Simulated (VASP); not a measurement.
Given:

```xyz
2
Lattice="3.0578 0.0000 0.0000 0.0000 3.0578 0.0000 0.0000 0.0000 3.0578" Properties=species:S:1:pos:R:3 pbc="T T T"
Ru     0.0000     0.0000     0.0000
As     1.5289     1.5289     1.5289
```

All values below come from r2SCAN meta-GGA, VASP's PBE PAW potentials (set 64) (plane waves; VASP 6.6.1). Run with 400 eV cut-off, 11×11×11 Γ-centred mesh, first-order Methfessel-Paxton smearing of 0.10 eV, potentials Ru_pv As.

Q: Predict the energy per atom (σ→0), band gap (on the k-mesh) with the smallest direct gap where there is one.

A: 
```json
{
  "band gap (on the k-mesh)": "none (metal, semimetal or under 0.01 eV)",
  "energy per atom (σ→0)": "-19.995 eV/atom"
}
```

Only differences to runs with the same potentials and settings are physical.

The structure was generated: RuAs was put into the CsCl type type (Pm-3m), which need not be its known phase. It was relaxed first, which changed the volume by -30 %. The start is the result of an earlier pass. The electron count is odd and the run is not spin-polarised, which forces a metal.
